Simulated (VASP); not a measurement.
ZnS: band structure with PBE0

**What was measured.**

From “Electronic, vibrational, and thermodynamic properties of ZnS (zincblende and rocksalt structure)”, 2009, arxiv:0911.5022, for a bulk crystal of ZnS at 19 K: band gap 3.85 eV (direct).

ZnS:

```xyz
2
Lattice="0.0000 2.7239 2.7239 2.7239 0.0000 2.7239 2.7239 2.7239 0.0000" Properties=species:S:1:pos:R:3 pbc="T T T"
Zn    0.0000    0.0000    0.0000
S     4.0858    4.0858    4.0858
```

The cell is a database's computed one.

```yaml
Program: VASP 6.6.1
Task: band structure
Functional: PBE0
Potentials_or_basis: VASP PAW PBE potentials, release 64 (Zn, S)
Cutoff: 450 eV
k_mesh: 8 × 8 × 8
Occupations: gaussian, width 0.02 eV
Spin: no spin polarisation
Grid_for_exact_exchange_PRECFOCK: Fast
Exchange_at_q_=_0: truncated
Further_INCAR_settings: ALGO = Normal; EDIFF = 1e-06
```

* Pressure: -1.3 GPa
* Band gap on the k mesh: 3.86 eV, direct
* Band gap along the path: 3.86 eV, direct

Levels at the corners of the path, in eV from the valence-band top:
```csv
point,band 7,band 8,band 9,band 10,band 11,band 12
Γ,0.00,0.00,0.00,3.86,8.41,8.41
X,-4.94,-2.29,-2.29,5.12,5.96,13.09
X,-4.94,-2.29,-2.29,5.12,5.96,13.09
W,-4.77,-2.92,-2.79,7.50,8.16,9.90
W,-4.77,-2.92,-2.79,7.50,8.16,9.90
K,-4.83,-3.27,-1.87,5.94,7.95,11.40
K,-4.83,-3.27,-1.87,5.94,7.95,11.40
Γ,0.00,0.00,0.00,3.86,8.41,8.41
Γ,0.00,0.00,0.00,3.86,8.41,8.41
L,-5.51,-0.89,-0.89,5.18,8.91,8.91
L,-5.51,-0.89,-0.89,5.18,8.91,8.91
U,-4.83,-3.27,-1.87,5.94,7.95,11.40
U,-4.83,-3.27,-1.87,5.94,7.95,11.40
W,-4.77,-2.92,-2.79,7.50,8.16,9.90
W,-4.77,-2.92,-2.79,7.50,8.16,9.90
L,-5.51,-0.89,-0.89,5.18,8.91,8.91
L,-5.51,-0.89,-0.89,5.18,8.91,8.91
K,-4.83,-3.27,-1.87,5.94,7.95,11.40
U,-4.83,-3.27,-1.87,5.94,7.95,11.40
X,-4.94,-2.29,-2.29,5.12,5.96,13.09
```

Run time: 57 min on 2 MPI ranks on Intel(R) Xeon(R) Platinum 8488C (Sapphire Rapids) (shared host), peak memory 0.28 GiB a rank.

Measured gap of ZnS: 3.85 eV (direct; 19 K; quoted in “Electronic, vibrational, and thermodynamic properties of ZnS (zincblende and rocksalt structure)”, 2009, arxiv:0911.5022). This calculation gives 3.86 eV (+0.01 eV). The value is that of PBE0, without temperature or zero-point motion. The cell is a database's relaxed one, not the measured one, which moves gaps too.

Caveat: the PAW data sets were made with another functional, which shifts forces and pressure a little.
